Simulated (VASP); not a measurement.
Output of a VASP run:

### OUTCAR
```
 ion  position               nearest neighbor table
   1  0.000  0.000  0.000-
  LATTYP: Found a body centered cubic cell.
 ALAT       =     6.0089257324
 Subroutine PRICEL returns:
 Original cell was already a primitive cell.
 Subroutine GETGRP returns: Found 48 space group operations
The static configuration has the point symmetry O_h .
The dynamic configuration has the point symmetry O_h .
 Subroutine INISYM returns: Found 48 space group operations
 Subroutine IBZKPT returns following result:
 Found     35 irreducible k-points:

 Following reciprocal coordinates:
            Coordinates               Weight
  0.000000  0.000000  0.000000      1.000000
  0.111111  0.000000  0.000000     12.000000
  0.222222  0.000000  0.000000     12.000000
  0.333333  0.000000  0.000000     12.000000
  0.444444  0.000000  0.000000     12.000000
  0.111111  0.111111  0.000000     24.000000
  0.222222  0.111111  0.000000     48.000000
  0.333333  0.111111  0.000000     48.000000
  0.444444  0.111111  0.000000     24.000000
  0.222222  0.222222  0.000000     24.000000
  0.333333  0.222222  0.000000     48.000000
  0.333333  0.333333  0.000000      8.000000
  0.111111  0.111111  0.111111      8.000000
  0.222222  0.111111  0.111111     24.000000
  0.333333  0.111111  0.111111     24.000000
 -0.111111  0.111111  0.111111      6.000000
  0.222222  0.222222  0.111111     24.000000
  0.333333  0.222222  0.111111     24.000000
 -0.222222  0.222222  0.111111     24.000000
 -0.333333  0.333333  0.111111     24.000000
 -0.222222  0.333333  0.111111     24.000000
 -0.444444  0.444444  0.111111     24.000000
 -0.333333  0.444444  0.111111     48.000000
 -0.444444 -0.444444  0.111111     24.000000
 -0.333333 -0.444444  0.111111     24.000000
  0.222222  0.222222  0.222222      8.000000
 -0.222222  0.222222  0.222222      6.000000
 -0.333333  0.333333  0.222222     24.000000
 -0.444444  0.444444  0.222222     24.000000
 -0.333333  0.444444  0.222222     24.000000
 -0.444444 -0.444444  0.222222     24.000000
 -0.333333  0.333333  0.333333      6.000000
 -0.444444  0.444444  0.333333     24.000000
 -0.444444 -0.444444  0.333333      8.000000
 -0.444444  0.444444  0.444444      6.000000
   k-points           NKPTS =     35   k-points in BZ     NKDIM =     35   number of bands    NBANDS=      8
   number of dos      NEDOS =    301   number of ions     NIONS =      1
   total plane-waves  NPLWV =  64000
   dimension x,y,z NGX =    40 NGY =   40 NGZ =   40
   dimension x,y,z NGXF=    80 NGYF=   80 NGZF=   80
   ions per type =               1
   PREC   = accura    normal or accurate (medium, high low for compatibility)
   ISTART =      0    job   : 0-new  1-cont  2-samecut
   ICHARG =      2    charge: 1-file 2-atom 10-const
   ISPIN  =      1    spin polarized calculation?
   LNONCOLLINEAR =      F non collinear calculations
   LSORBIT =      F    spin-orbit coupling
   INIWAV =      1    electr: 0-lowe 1-rand  2-diag
   ENCUT  =  520.0 eV  38.22 Ry    6.18 a.u.   9.68  9.68  9.68*2*pi/ulx,y,z
   NELM   =    100;   NELMIN=  2; NELMDL= -5     # of ELM steps
   EDIFF  = 0.1E-06   stopping-criterion for ELM
   LREAL  =      F    real-space projection
   NLSPLINE    = F    spline interpolate recip. space projectors
   LMAXMIX     =    4 max onsite mixed and CHGCAR
   VOSKOWN=      0    Vosko Wilk Nusair interpolation
   EDIFFG = 0.1E-05   stopping-criterion for IOM
   NSW    =      0    number of steps for IOM
   NBLOCK =      1;   KBLOCK =      1    inner block; outer block
   IBRION =     -1    ionic relax: 0-MD 1-quasi-New 2-CG
   NFREE  =      0    steps in history (QN), initial steepest desc. (CG)
   ISIF   =      2    stress and relaxation
   ISYM   =      2    0-nonsym 1-usesym 2-fastsym
   TEIN   =    0.0    initial temperature
   TEBEG  =    0.0;   TEEND  =   0.0 temperature during run
   SMASS  =  -3.00    Nose mass-parameter (am)
...
```

OSZICAR:
```
       N       E                     dE             d eps       ncg     rms          rms(c)
DAV:   1     0.534309435279E+02    0.53431E+02   -0.29032E+03   560   0.774E+02
DAV:   2     0.376755827505E+01   -0.49663E+02   -0.48351E+02   768   0.121E+02
DAV:   3    -0.791301725606E+00   -0.45589E+01   -0.45582E+01   584   0.447E+01
DAV:   4    -0.849536406452E+00   -0.58235E-01   -0.58234E-01  1008   0.608E+00
DAV:   5    -0.849554375762E+00   -0.17969E-04   -0.17969E-04   712   0.891E-02    0.219E-01
DAV:   6    -0.848056384771E+00    0.14980E-02   -0.35904E-03   952   0.346E-01    0.122E-01
DAV:   7    -0.848128793006E+00   -0.72408E-04   -0.50516E-03   720   0.427E-01    0.483E-02
DAV:   8    -0.848389731291E+00   -0.26094E-03   -0.37995E-04   752   0.153E-01    0.791E-03
DAV:   9    -0.848393599475E+00   -0.38682E-05   -0.64930E-06   960   0.150E-02    0.350E-03
DAV:  10    -0.848393892207E+00   -0.29273E-06   -0.29924E-06   792   0.964E-03    0.890E-04
DAV:  11    -0.848394132881E+00   -0.24067E-06   -0.23644E-07   920   0.302E-03    0.472E-04
DAV:  12    -0.848394168512E+00   -0.35631E-07   -0.50265E-08   568   0.136E-03
   1 F= -.84839417E+00 E0= -.84797958E+00  d E =-.124376E-02
```

OUTCAR:
```
------------------------ aborting loop because EDIFF is reached ----------------------------------------
  FORCE on cell =-STRESS in cart. coord.  units (eV):
  Direction    XX          YY          ZZ          XY          YZ          ZX
  --------------------------------------------------------------------------------------
  Total        0.0965466      0.0965466      0.0965466      0.0000000      0.0000000     -0.0000000
  in kB        1.4258932      1.4258932      1.4258932      0.0000000      0.0000000     -0.0000000
  external PRESSURE =       1.4258932 kB  Pullay stress =       0.0000000 kB
  volume of cell :      108.48
      direct lattice vectors                 reciprocal lattice vectors
    -3.004462866  3.004462866  3.004462866     0.000000000  0.166419098  0.166419098
     3.004462866 -3.004462866  3.004462866     0.166419098  0.000000000  0.166419098
     3.004462866  3.004462866 -3.004462866     0.166419098  0.166419098  0.000000000
 POSITION                                       TOTAL-FORCE (eV/Angst)
 -----------------------------------------------------------------------------------
      0.00000      0.00000      0.00000         0.000000      0.000000      0.000000
 -----------------------------------------------------------------------------------
    total drift:                               -0.000000     -0.000000     -0.000000
  FREE ENERGIE OF THE ION-ELECTRON SYSTEM (eV)
  ---------------------------------------------------
  free  energy   TOTEN  =        -0.8483941685 eV

  energy  without entropy=       -0.8471504043  energy(sigma->0) =       -0.84797958
```
(Selected blocks of OUTCAR.)

### POSCAR
```
Cs
1
   -3.0044628662     3.0044628662     3.0044628662
    3.0044628662    -3.0044628662     3.0044628662
    3.0044628662     3.0044628662    -3.0044628662
Cs
1
Direct
  0.0000000000   0.0000000000   0.0000000000
```

**Question.** Reconstruct the remaining input files.

**Answer.** One answer among several that fit: the input of the run itself, PW91 GGA, plane waves, VASP's PBE PAW potentials (set 64).

File KPOINTS:
```
Regular mesh
0
gamma
  9 9 9
```

**INCAR**
```
! general
SYSTEM  = Cs
PREC    = Accurate
ENCUT   = 520   ! plane-wave cut-off (eV)
LREAL   = .False.   ! projection in real space or not
LASPH   = .True.   ! aspherical one-centre terms

! electronic loop
EDIFF   = 1E-7   ! SCF stop (eV)
NELM    = 100   ! most electronic steps
ALGO    = Normal   ! blocked Davidson
LMAXMIX = 4   ! l cut-off of mixed one-centre charges

! smearing
ISMEAR  = 1   ! Methfessel-Paxton
SIGMA   = 0.1   ! width (eV)

! functional
GGA     = 91

! ions
ISIF    = 2

! output
LWAVE   = .False.
LCHARG  = .False.
```

POTCAR, in this order: Cs_sv (PBE.64 set). Program: vasp_std.

The compound is Cs in the bcc structure. This cell is one point of a volume scan, at 0.94 of the reference volume.
